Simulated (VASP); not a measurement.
Output of a VASP run:

**OSZICAR**
```
       N       E                     dE             d eps       ncg     rms          rms(c)
DAV:   1    -0.116642813902E+02   -0.11664E+02   -0.89564E+03  3224   0.121E+03
DAV:   2    -0.625034045543E+02   -0.50839E+02   -0.49784E+02  3374   0.262E+02
DAV:   3    -0.648400100581E+02   -0.23366E+01   -0.21630E+01  4384   0.323E+01
DAV:   4    -0.648952801866E+02   -0.55270E-01   -0.54475E-01  3839   0.508E+00
DAV:   5    -0.648970129537E+02   -0.17328E-02   -0.17325E-02  4929   0.708E-01    0.280E+01
DAV:   6    -0.627647419071E+02    0.21323E+01   -0.39809E-01  3319   0.689E+00    0.153E+01
DAV:   7    -0.612428727434E+02    0.15219E+01   -0.58138E-01  3799   0.737E+00    0.157E+00
DAV:   8    -0.625234961394E+02   -0.12806E+01   -0.56172E-01  3544   0.677E+00    0.339E+00
DAV:   9    -0.625515385281E+02   -0.28042E-01   -0.29042E-02  3519   0.163E+00    0.139E+00
DAV:  10    -0.624169318480E+02    0.13461E+00   -0.17430E-02  3299   0.154E+00    0.158E+00
DAV:  11    -0.624204947196E+02   -0.35629E-02   -0.19926E-03  3929   0.541E-01    0.119E+00
DAV:  12    -0.624378205164E+02   -0.17326E-01   -0.85462E-02  3234   0.344E+00    0.501E-01
DAV:  13    -0.624364412609E+02    0.13793E-02   -0.98083E-04  3905   0.300E-01    0.596E-01
DAV:  14    -0.624410067642E+02   -0.45655E-02   -0.21217E-03  3274   0.446E-01    0.300E-01
DAV:  15    -0.624408738208E+02    0.13294E-03   -0.51381E-05  3779   0.770E-02    0.288E-01
DAV:  16    -0.624411750827E+02   -0.30126E-03   -0.57425E-05  3334   0.789E-02    0.274E-01
DAV:  17    -0.624411688713E+02    0.62114E-05   -0.25892E-04  3304   0.167E-01    0.511E-01
DAV:  18    -0.624411746958E+02   -0.58244E-05   -0.12818E-05  3864   0.306E-02    0.518E-01
DAV:  19    -0.624407950787E+02    0.37962E-03   -0.57833E-05  3304   0.791E-02    0.521E-01
DAV:  20    -0.624417390330E+02   -0.94395E-03   -0.82326E-04  3274   0.265E-01    0.482E-01
DAV:  21    -0.624415779746E+02    0.16106E-03   -0.18658E-04  3594   0.138E-01    0.230E-01
DAV:  22    -0.624416231421E+02   -0.45168E-04   -0.12998E-04  3279   0.129E-01    0.652E-02
DAV:  23    -0.624415902203E+02    0.32922E-04   -0.46693E-05  3304   0.551E-02    0.286E-02
DAV:  24    -0.624416107438E+02   -0.20524E-04   -0.43034E-05  3274   0.810E-02    0.330E-02
DAV:  25    -0.624416098420E+02    0.90177E-06   -0.66922E-06  3324   0.328E-02    0.245E-02
DAV:  26    -0.624416073686E+02    0.24734E-05   -0.41405E-06  3294   0.205E-02    0.274E-02
DAV:  27    -0.624416079803E+02   -0.61162E-06   -0.64845E-07  3549   0.109E-02    0.281E-02
DAV:  28    -0.624416080649E+02   -0.84632E-07   -0.21753E-07  3299   0.415E-03
   1 F= -.62441608E+02 E0= -.62442109E+02  d E =0.150413E-02
```

**OUTCAR**
```
------------------------ aborting loop because EDIFF is reached ----------------------------------------
  FORCE on cell =-STRESS in cart. coord.  units (eV):
  Direction    XX          YY          ZZ          XY          YZ          ZX
  --------------------------------------------------------------------------------------
  Total       -0.1289560      0.0578618     -0.0200019      0.0000000      0.0000000      0.0000000
  in kB       -3.1585706      1.4172314     -0.4899156      0.0000000      0.0000000      0.0000000
  external PRESSURE =      -0.7437516 kB  Pullay stress =       0.0000000 kB
  volume of cell :       65.41
      direct lattice vectors                 reciprocal lattice vectors
     1.835692288 -3.179511829  0.000000000     0.272376805 -0.157256845  0.000000000
     1.835692288  3.179511829  0.000000000     0.272376805  0.157256845  0.000000000
     0.000000000  0.000000000  5.603652886     0.000000000  0.000000000  0.178455022
 POSITION                                       TOTAL-FORCE (eV/Angst)
 -----------------------------------------------------------------------------------
      1.83569      1.00984      1.40091         0.000000      0.079817      0.000000
      1.83569     -1.05984      4.20274         0.000000     -0.079817      0.000000
 -----------------------------------------------------------------------------------
    total drift:                                0.000000     -0.000005      0.000000
  FREE ENERGIE OF THE ION-ELECTRON SYSTEM (eV)
  ---------------------------------------------------
  free  energy   TOTEN  =       -62.4416080649 eV

  energy  without entropy=      -62.4431121916  energy(sigma->0) =      -62.44210944
```
(Selected blocks of OUTCAR.)

File POSCAR:
```
Tb
1
    1.8356922876    -3.1795118286    -0.0000000000
    1.8356922876     3.1795118286     0.0000000000
    0.0000000000     0.0000000000     5.6036528858
Tb
2
Direct
  0.3411958423   0.6588041577   0.2500000000
  0.6666670000   0.3333330000   0.7500000000
```

Task: Write an INCAR and KPOINTS that could have produced this output.

Result: Several could match; the one computed here: the input of the run itself, r2SCAN meta-GGA, plane waves, VASP's PBE PAW potentials (set 64).

File KPOINTS:
```
Automatic mesh
0
gamma
 10 10 6
```

### INCAR
```
SYSTEM = Tb
PREC = Accurate
ENCUT = 480
EDIFF = 1E-7
NELM = 100
ALGO = Normal
LREAL = .FALSE.
LASPH = .TRUE.
ISMEAR = 1
SIGMA = 0.1
METAGGA = R2SCAN
LMIXTAU = .TRUE.
LMAXMIX = 6
LWAVE = .FALSE.
LCHARG = .FALSE.
ISIF = 2
```

POTCAR, in this order: Tb_3 (PBE.64 set). Program: vasp_std.

The 4f electrons are frozen in the core of the lanthanide potential, so 4f levels, which can set the real gap, and their magnetism are missing.

The compound is Tb in the hcp structure. This cell was strained or had an atom moved on purpose.
